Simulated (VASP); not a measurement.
Here is the system:

```
CELL_PARAMETERS angstrom
      1.65973    -2.87474     0.00000
      1.65973     2.87474     0.00000
      0.00000     0.00000    13.09574
ATOMIC_POSITIONS crystal
  W  0.33333 0.66667 0.25000
  W  0.66667 0.33333 0.75000
  Se 0.33333 0.66667 0.88003
  Se 0.66667 0.33333 0.38003
  Se 0.66667 0.33333 0.11997
  Se 0.33333 0.66667 0.61997
```

Level of theory: LDA (Ceperley-Alder, Perdew-Zunger), VASP's LDA PAW potentials (set 64) (plane waves; VASP). Settings: 520 eV cut-off, 8×8×2 Γ-centred mesh, Gaussian smearing of 0.050 eV, potentials W_sv Se.

### Question
The ions and cell shape at fixed volume are relaxed. Which structure does the run end with?

### Answer

```
CELL_PARAMETERS angstrom
      1.63534    -2.83249     0.00000
      1.63534     2.83249     0.00000
      0.00000     0.00000    13.48929
ATOMIC_POSITIONS crystal
  W  0.33333 0.66667 0.25000
  W  0.66667 0.33333 0.75000
  Se 0.33333 0.66667 0.87359
  Se 0.66667 0.33333 0.37359
  Se 0.66667 0.33333 0.12641
  Se 0.33333 0.66667 0.62641
```
Space group P6_3/mmc (194), at a tolerance of 0.03 Å.

### Question
How much energy does the relaxation gain?

### Answer
The energy (σ→0) changes by -23.7 meV/atom, in 8 ionic steps.

The compound is WSe2 in the 2H layered structure. This cell is one point of a volume scan, at 1.06 of the reference volume. Symmetry was kept, so distortions that lower it aren't found.
